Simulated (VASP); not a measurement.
An input for Ansatz (written as the equivalent of a VASP run, and not itself run):

Ansatz 0.2 input:
```yaml
crystal:
  lattice:
    - [3.8090000, 0.0000000, 0.0000000]
    - [0.0000000, 3.8090000, 0.0000000]
    - [0.0000000, 0.0000000, 3.8090000]
  atoms:
    - { symbol: Mo, position: [0.0000000, 0.0000000, 0.0000000] }
    - { symbol: Sb, position: [0.5000000, 0.5000000, 0.5000000] }
kpoints:
  mp_grid: { grid: [9, 9, 9] }
hamiltonian:
  xc: r2scan
  pseudopotentials: { kind: paw }
scf:
  occupations: { method: methfessel_paxton, width: 0.1 }
  max_iter: 100
relax:
  max_steps: 60
  f_tol: 0.01
  cell: {}
output: { forces: true, stress: true, eigenvalues: true }
```

Task: Write the VASP files for the same calculation (r2SCAN).

Result: One answer among several that fit: 
**INCAR**
```
# general
SYSTEM  = MoSb
PREC    = Accurate
ENCUT   = 400   # plane-wave cut-off (eV)
LREAL   = .FALSE.   # projection in real space or not
LASPH   = .TRUE.

# electronic loop
EDIFF   = 1E-6
NELM    = 100   # most electronic steps
ALGO    = Normal   # blocked Davidson
LMAXMIX = 4
LMIXTAU = .TRUE.

# smearing
ISMEAR  = 1   # Methfessel-Paxton
SIGMA   = 0.1

# functional
METAGGA = R2SCAN

# ions
IBRION  = 2
NSW     = 60
ISIF    = 3
EDIFFG  = -0.01   # ionic stop

# output
LWAVE   = .FALSE.
LCHARG  = .FALSE.
```

File POSCAR:
```
MoSb
1
    3.8090000000     0.0000000000     0.0000000000
    0.0000000000     3.8090000000     0.0000000000
    0.0000000000     0.0000000000     3.8090000000
Mo Sb
1 1
Direct
  0.0000000000   0.0000000000   0.0000000000
  0.5000000000   0.5000000000   0.5000000000
```

**KPOINTS**
```
Automatic mesh
0
Gamma
9 9 9
0 0 0
```

POTCAR, in this order: Mo_sv Sb (PBE.64 set). Program: vasp_std.

What does not carry over: each code has its own PAW files, so the cut-off isn't converted (ENCUT is set for VASP's; basis.ecutwfc is left out, and Ansatz then takes the one that its files recommend); Ansatz stops its SCF on the density residual and VASP on the energy change (EDIFF).

The structure was generated: MoSb was put into the CsCl type type (Pm-3m), which need not be its known phase. This run relaxes it. Symmetry was kept, so distortions that lower it aren't found.
